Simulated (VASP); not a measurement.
Method: PBEsol GGA with spin-orbit coupling, VASP's PBE PAW potentials (set 64) (plane waves; VASP).

A VASP calculation is set up with these files.

### KPOINTS
```
Regular mesh
0
Gamma
 7 7 7
0 0 0
```

INCAR:
```
ALGO = Normal
EDIFF = 1E-6
ENCUT = 400
GGA = PS
GGA_COMPAT = .FALSE.
ISIF = 2
ISMEAR = 0
LASPH = .TRUE.
LCHARG = .FALSE.
LMAXMIX = 6
LNONCOLLINEAR = .TRUE.
LORBIT = 11
LREAL = .FALSE.
LSORBIT = .TRUE.
LWAVE = .FALSE.
MAGMOM = 15*0.0
NELM = 100
PREC = Accurate
SIGMA = 0.272
SYSTEM = BaIrO3
```

### POSCAR
```
BaIrO3
1
    4.1009000000     0.0000000000     0.0000000000
    0.0000000000     4.1009000000     0.0000000000
    0.0000000000     0.0000000000     4.1009000000
Ir Ba O
1 1 3
Direct
  0.0000000000   0.0000000000   0.0000000000
  0.5000000000   0.5000000000   0.5000000000
  0.5000000000   0.0000000000   0.0000000000
  0.0000000000   0.5000000000   0.0000000000
  0.0000000000   0.0000000000   0.5000000000
```

POTCAR, in this order: Ir Ba_sv O (PBE.64 set). Program: vasp_ncl.

The run wrote:

**OSZICAR**
```
       N       E                     dE             d eps       ncg     rms          rms(c)
DAV:   1     0.295836668079E+03    0.29584E+03   -0.16078E+04  1776   0.132E+03
DAV:   2    -0.469639687063E+01   -0.30053E+03   -0.28979E+03  1928   0.369E+02
DAV:   3    -0.413753891315E+02   -0.36679E+02   -0.35955E+02  2436   0.126E+02
DAV:   4    -0.430057619688E+02   -0.16304E+01   -0.16214E+01  2412   0.267E+01
DAV:   5    -0.430804457414E+02   -0.74684E-01   -0.74615E-01  2576   0.505E+00    0.352E+01
DAV:   6    -0.367804823380E+02    0.63000E+01   -0.44074E+01  2512   0.545E+01    0.253E+01
DAV:   7    -0.362224819176E+02    0.55800E+00   -0.69180E+00  2480   0.266E+01    0.144E+01
DAV:   8    -0.361064455966E+02    0.11604E+00   -0.67097E-01  2448   0.782E+00    0.774E+00
DAV:   9    -0.361138063569E+02   -0.73608E-02   -0.67733E-02  2540   0.252E+00    0.113E+00
DAV:  10    -0.361048820700E+02    0.89243E-02   -0.14081E-02  2400   0.137E+00    0.649E-01
DAV:  11    -0.360992879300E+02    0.55941E-02   -0.94892E-03  2520   0.113E+00    0.208E-01
DAV:  12    -0.360985649811E+02    0.72295E-03   -0.40176E-03  2496   0.576E-01    0.456E-02
DAV:  13    -0.360985949999E+02   -0.30019E-04   -0.18750E-04  2132   0.966E-02    0.263E-02
DAV:  14    -0.360985998607E+02   -0.48608E-05   -0.11923E-05  2568   0.233E-02    0.189E-02
DAV:  15    -0.360985953243E+02    0.45364E-05   -0.24381E-05  2476   0.491E-02    0.260E-03
DAV:  16    -0.360985954007E+02   -0.76411E-07   -0.13523E-06  1464   0.913E-03
   1 F= -.36098595E+02 E0= -.36034202E+02  d E =-.128787E+00  mag=     0.0000    -0.0000    -0.0000
```

**OUTCAR**
```
------------------------ aborting loop because EDIFF is reached ----------------------------------------
  FORCE on cell =-STRESS in cart. coord.  units (eV):
  Direction    XX          YY          ZZ          XY          YZ          ZX
  --------------------------------------------------------------------------------------
  Total       -5.1599099     -5.1599099     -5.1599099     -0.0000000      0.0000000     -0.0000000
  in kB     -119.8712852   -119.8712852   -119.8712852     -0.0000000      0.0000000     -0.0000000
  external PRESSURE =    -119.8712852 kB  Pullay stress =       0.0000000 kB
  volume of cell :       68.97
      direct lattice vectors                 reciprocal lattice vectors
     4.100900000  0.000000000  0.000000000     0.243848911  0.000000000  0.000000000
     0.000000000  4.100900000  0.000000000     0.000000000  0.243848911  0.000000000
     0.000000000  0.000000000  4.100900000     0.000000000  0.000000000  0.243848911
 POSITION                                       TOTAL-FORCE (eV/Angst)
 -----------------------------------------------------------------------------------
      0.00000      0.00000      0.00000         0.000000      0.000000      0.000000
      2.05045      2.05045      2.05045         0.000000      0.000000      0.000000
      2.05045      0.00000      0.00000         0.000000      0.000000      0.000000
      0.00000      2.05045      0.00000         0.000000      0.000000      0.000000
      0.00000      0.00000      2.05045         0.000000      0.000000      0.000000
 -----------------------------------------------------------------------------------
    total drift:                                0.000000     -0.000000     -0.000000
  FREE ENERGIE OF THE ION-ELECTRON SYSTEM (eV)
  ---------------------------------------------------
  free  energy   TOTEN  =       -36.0985954007 eV

  energy  without entropy=      -35.9698088846  energy(sigma->0) =      -36.03420214

 total charge

# of ion       s       p       d       tot
------------------------------------------
    1        0.543   0.700   6.737   7.980
    2        1.996   5.616   0.288   7.899
    3        1.573   3.416   0.000   4.989
    4        1.573   3.416   0.000   4.989
    5        1.573   3.416   0.000   4.989
--------------------------------------------------
tot          7.259  16.564   7.024  30.847

 magnetization (x)

# of ion       s       p       d       tot
------------------------------------------
    1        0.000  -0.000  -0.000  -0.000
    2        0.000   0.000  -0.000   0.000
    3       -0.000  -0.000   0.000  -0.000
    4       -0.000  -0.000   0.000  -0.000
    5        0.000  -0.000   0.000  -0.000
--------------------------------------------------
tot          0.000  -0.000  -0.000  -0.000

 magnetization (y)

# of ion       s       p       d       tot
------------------------------------------
    1       -0.000  -0.000   0.000  -0.000
    2        0.000   0.000   0.000   0.000
    3        0.000   0.000   0.000   0.000
    4        0.000  -0.000   0.000   0.000
    5       -0.000   0.000   0.000   0.000
--------------------------------------------------
tot          0.000   0.000   0.000   0.000

 magnetization (z)

# of ion       s       p       d       tot
------------------------------------------
    1        0.000   0.000   0.000   0.000
    2       -0.000   0.000   0.000   0.000
    3       -0.000   0.000   0.000   0.000
    4        0.000  -0.000   0.000  -0.000
    5       -0.000  -0.000   0.000  -0.000
--------------------------------------------------
tot         -0.000  -0.000   0.000   0.000

 Ion:    1  E_soc:     -1.2335392

 Ion:    2  E_soc:     -0.3801065

 Ion:    3  E_soc:     -0.0002852

 Ion:    4  E_soc:     -0.0002852

 Ion:    5  E_soc:     -0.0002852
```
(Selected blocks of OUTCAR.)

**OUTCAR**
```
 val. band max:        4.5685460499   @ k =   0.4286   0.2857   0.0000

 cond. band min:       4.6384630115   @ k =   0.4286   0.4286   0.2857


 Fermi energy:         4.5732731838

 k-point     1 :       0.0000    0.0000    0.0000
  band No.  band energies     occupation
      1     -21.8443      1.00000
      2     -21.8443      1.00000
      3     -14.3673      1.00000
      4     -14.3673      1.00000
      5     -13.6108      1.00000
      6     -13.6108      1.00000
      7     -13.6108      1.00000
      8     -13.6108      1.00000
      9      -8.2843      1.00000
     10      -8.2843      1.00000
     11      -6.4310      1.00000
     12      -6.4310      1.00000
     13      -6.4310      1.00000
     14      -6.4310      1.00000
     15      -0.6040      1.00000
     16      -0.6040      1.00000
     17       0.1341      1.00000
     18       0.1341      1.00000
     19       0.1341      1.00000
     20       0.1341      1.00000
     21       1.1415      1.00000
     22       1.1415      1.00000
     23       1.1415      1.00000
     24       1.1415      1.00000
     25       1.7981      1.00000
     26       1.7981      1.00000
     27       1.7981      1.00000
     28       1.7981      1.00000
     29       1.8138      1.00000
     30       1.8138      1.00000
     31       1.9724      1.00000
     32       1.9724      1.00000
     33       2.2766      1.00000
     34       2.2766      1.00000
     35       2.4519      1.00000
     36       2.4519      1.00000
     37       2.4519      1.00000
     38       2.4519      1.00000
     39       4.0804      0.99480
     40       4.0804      0.99480
     41       4.0805      0.99480
     42       4.0805      0.99480
     43       7.9222      0.00000
     44       7.9222      0.00000

 k-point     2 :       0.1429    0.0000    0.0000
  band No.  band energies     occupation
      1     -21.8282      1.00000
      2     -21.8282      1.00000
      3     -14.3562      1.00000
      4     -14.3562      1.00000
...
```

At this cut-off the stress carries a Pulay error, which pulls relaxed volumes low.

The structure comes from a measured BaIrO3 entry of the Crystallography Open Database, whose conditions weren't checked. The cell was not relaxed at this level. The run is one of a series of settings (GGA_COMPAT = .FALSE., LNONCOLLINEAR = .TRUE., LSORBIT = .TRUE., MAGMOM = 0.0 0.0 0.0 0.0 0.0 0.0 0.0 0.0 0.0 0.0 0.0 0.0 0.0 0.0 0.0, program vasp_ncl against the base run), some of them coarse on purpose.
